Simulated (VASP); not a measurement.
Level of theory: PBEsol GGA, VASP's PBE PAW potentials (set 64) (plane waves; VASP).

VASP ran on this input.

**KPOINTS**
```
Automatic mesh
0
Gamma
9 9 9
0 0 0
```

### POSCAR
```
NiSi2
1
   -0.0000000000     2.6949121428     2.6949121428
    2.6949121428     0.0000000000     2.6949121428
    2.6949121428     2.6949121428    -0.0000000000
Si Ni
2 1
Direct
  0.2500000000   0.2500000000   0.2500000000
  0.7500000000   0.7500000000   0.7500000000
  0.0000000000   0.0000000000   0.0000000000
```

INCAR:
```
! general
SYSTEM  = NiSi2
PREC    = Accurate
ENCUT   = 480
LREAL   = .FALSE.
LASPH   = .TRUE.

! electronic loop
EDIFF   = 1E-6
NELM    = 100
ALGO    = Normal
LMAXMIX = 4

! smearing
ISMEAR  = 1
SIGMA   = 0.1

! functional
GGA     = PS

! ions
IBRION  = 2
NSW     = 60
ISIF    = 3
EDIFFG  = -0.02

! output
LWAVE   = .FALSE.
LCHARG  = .FALSE.
```

POTCAR, in this order: Si Ni (PBE.64 set). Program: vasp_std.

The run wrote:

**OUTCAR**
```
 ion  position               nearest neighbor table
   1  0.250  0.250  0.250-   3 2.33   3 2.33   3 2.33   3 2.33   2 2.69   2 2.69   2 2.69   2 2.69
                             2 2.69   2 2.69
   2  0.750  0.750  0.750-   3 2.33   3 2.33   3 2.33   3 2.33   1 2.69   1 2.69   1 2.69   1 2.69
                             1 2.69   1 2.69
   3  0.000  0.000  0.000-   2 2.33   2 2.33   2 2.33   1 2.33   2 2.33   1 2.33   1 2.33   1 2.33
  LATTYP: Found a face centered cubic cell.
 ALAT       =     5.3898242856
 Subroutine PRICEL returns:
 Original cell was already a primitive cell.
 Subroutine GETGRP returns: Found 48 space group operations
The static configuration has the point symmetry O_h .
The dynamic configuration has the point symmetry O_h .
 Subroutine INISYM returns: Found 48 space group operations
 Subroutine IBZKPT returns following result:
 Found     35 irreducible k-points:

 Following reciprocal coordinates:
            Coordinates               Weight
  0.000000  0.000000  0.000000      1.000000
  0.111111  0.000000  0.000000      8.000000
  0.222222  0.000000  0.000000      8.000000
  0.333333  0.000000  0.000000      8.000000
  0.444444  0.000000  0.000000      8.000000
  0.111111  0.111111  0.000000      6.000000
...
```

File OSZICAR:
```
       N       E                     dE             d eps       ncg     rms          rms(c)
DAV:   1     0.649909629311E+02    0.64991E+02   -0.75186E+03   934   0.133E+03
DAV:   2    -0.173367014158E+02   -0.82328E+02   -0.77358E+02   935   0.242E+02
DAV:   3    -0.211927093214E+02   -0.38560E+01   -0.37329E+01  1209   0.575E+01
DAV:   4    -0.212636299791E+02   -0.70921E-01   -0.70841E-01  1060   0.755E+00
DAV:   5    -0.212656789209E+02   -0.20489E-02   -0.20483E-02  1181   0.132E+00    0.173E+01
DAV:   6    -0.260930710776E+02   -0.48274E+01   -0.58711E+01   985   0.191E+02    0.255E+01
DAV:   7    -0.191155900818E+02    0.69775E+01   -0.17359E+01  1108   0.118E+02    0.417E+00
DAV:   8    -0.190312717610E+02    0.84318E-01   -0.23749E+00  1333   0.264E+01    0.262E+00
DAV:   9    -0.189819990844E+02    0.49273E-01   -0.28577E-01  1152   0.106E+01    0.593E-01
DAV:  10    -0.189803693205E+02    0.16298E-02   -0.99512E-03  1252   0.202E+00    0.266E-01
DAV:  11    -0.189802397497E+02    0.12957E-03   -0.88223E-04  1338   0.307E-01    0.458E-02
DAV:  12    -0.189802596947E+02   -0.19945E-04   -0.68831E-05  1240   0.179E-01    0.255E-02
DAV:  13    -0.189802528831E+02    0.68116E-05   -0.23372E-05  1216   0.125E-01    0.682E-03
DAV:  14    -0.189802529323E+02   -0.49157E-07   -0.18933E-06   805   0.149E-02
   1 F= -.18980253E+02 E0= -.18980445E+02  d E =-.189803E+02
       N       E                     dE             d eps       ncg     rms          rms(c)
DAV:   1    -0.189951855070E+02   -0.14933E-01   -0.13225E-01   995   0.807E+00    0.115E+00
DAV:   2    -0.190237308286E+02   -0.28545E-01   -0.31714E-01  1136   0.150E+01    0.179E+00
DAV:   3    -0.189809048025E+02    0.42826E-01   -0.14943E-01  1094   0.101E+01    0.200E-01
DAV:   4    -0.189805954432E+02    0.30936E-03   -0.34041E-03  1000   0.628E-01    0.477E-02
DAV:   5    -0.189805764293E+02    0.19014E-04   -0.12296E-04  1368   0.200E-01    0.192E-02
DAV:   6    -0.189805742700E+02    0.21593E-05   -0.88190E-06  1360   0.465E-02    0.391E-03
DAV:   7    -0.189805744298E+02   -0.15975E-06   -0.73727E-07   635   0.127E-02
   2 F= -.18980574E+02 E0= -.18980824E+02  d E =-.321497E-03
       N       E                     dE             d eps       ncg     rms          rms(c)
DAV:   1    -0.189819216407E+02   -0.13474E-02   -0.11167E-02  1005   0.233E+00    0.338E-01
DAV:   2    -0.189844320493E+02   -0.25104E-02   -0.27703E-02  1104   0.438E+00    0.524E-01
DAV:   3    -0.189807007750E+02    0.37313E-02   -0.12491E-02  1091   0.302E+00    0.506E-02
DAV:   4    -0.189806852433E+02    0.15532E-04   -0.30600E-04   955   0.126E-01    0.221E-02
DAV:   5    -0.189806785527E+02    0.66906E-05   -0.15004E-05  1191   0.933E-02    0.662E-03
DAV:   6    -0.189806783627E+02    0.19008E-06   -0.17370E-06   614   0.229E-02
   3 F= -.18980678E+02 E0= -.18980914E+02  d E =-.425430E-03
```

**OUTCAR**
```
------------------------ aborting loop because EDIFF is reached ----------------------------------------
  FORCE on cell =-STRESS in cart. coord.  units (eV):
  Direction    XX          YY          ZZ          XY          YZ          ZX
  --------------------------------------------------------------------------------------
  Total       -0.0001725     -0.0001725     -0.0001725     -0.0000000      0.0000000      0.0000000
  in kB       -0.0070254     -0.0070254     -0.0070254     -0.0000000      0.0000000      0.0000000
  external PRESSURE =      -0.0070254 kB  Pullay stress =       0.0000000 kB
  volume of cell :       39.34
      direct lattice vectors                 reciprocal lattice vectors
    -0.000000000  2.699437930  2.699437930    -0.185223744  0.185223744  0.185223744
     2.699437930 -0.000000000  2.699437930     0.185223744 -0.185223744  0.185223744
     2.699437930  2.699437930 -0.000000000     0.185223744  0.185223744 -0.185223744
 POSITION                                       TOTAL-FORCE (eV/Angst)
 -----------------------------------------------------------------------------------
      1.34972      1.34972      1.34972         0.000000      0.000000      0.000000
      4.04916      4.04916      4.04916         0.000000     -0.000000     -0.000000
      0.00000      0.00000     -0.00000        -0.000000     -0.000000     -0.000000
 -----------------------------------------------------------------------------------
    total drift:                               -0.000000     -0.000000      0.000000
  FREE ENERGIE OF THE ION-ELECTRON SYSTEM (eV)
  ---------------------------------------------------
  free  energy   TOTEN  =       -18.9806783627 eV

  energy  without entropy=      -18.9813837767  energy(sigma->0) =      -18.98091350

 reached required accuracy - stopping structural energy minimisation
```
(Selected blocks of OUTCAR.)

File CONTCAR:
```
NiSi2
   1.00000000000000
    -0.0000000000000000    2.6994379303928011    2.6994379303928011
     2.6994379303928011   -0.0000000000000000    2.6994379303928011
     2.6994379303928011    2.6994379303928011   -0.0000000000000000
  Si              Ni
     2     1
Direct
     0.2500000000000000    0.2500000000000000    0.2500000000000000
     0.7500000000000000    0.7500000000000000    0.7500000000000000
     0.0000000000000000    0.0000000000000000    0.0000000000000000
```

The compound is NiSi2 in the fluorite structure. This run relaxes it. Symmetry was kept, so distortions that lower it aren't found. The start is the result of an earlier pass. The run is not spin-polarised, so no magnetic state was tried.
